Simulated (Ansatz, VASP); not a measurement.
# Sr3B in VASP and in Ansatz

```
Sr B
1.0
     5.09172    0.00000    0.00000
     0.00000    5.09172    0.00000
     0.00000    0.00000    5.09172
Sr B
3 1
Direct
  0.00000 0.50000 0.50000
  0.50000 0.00000 0.50000
  0.50000 0.50000 0.00000
  0.00000 0.00000 0.00000
```

Alike in both runs: functional PBE; k mesh 10 × 10 × 10; occupations gaussian, width 0.1 eV; no spin polarisation.

Ansatz relaxed the structure, and its values are those at the end. VASP's run is a single point on that final structure, the one shown.

|  | VASP | Ansatz |
| --- | --- | --- |
| version | VASP 6.6.1 | Ansatz 0.2.0 |
| potentials or method | VASP PAW PBE potentials, release 64 (Sr_sv, B) | scalar-relativistic, plane waves, PAW |
| plane-wave cutoff (eV) | 520 | 420 |
| valence electrons in the cell | 33 | 33 |

|  | VASP | Ansatz | Ansatz less VASP |
| --- | --- | --- | --- |
| gap on the k mesh at the Fermi level (eV) | none | none | - |
| pressure (GPa) | 0.0 | 0.0 | -0.06 |

A gap of «none» marks a metal or a gap that the smearing closes.
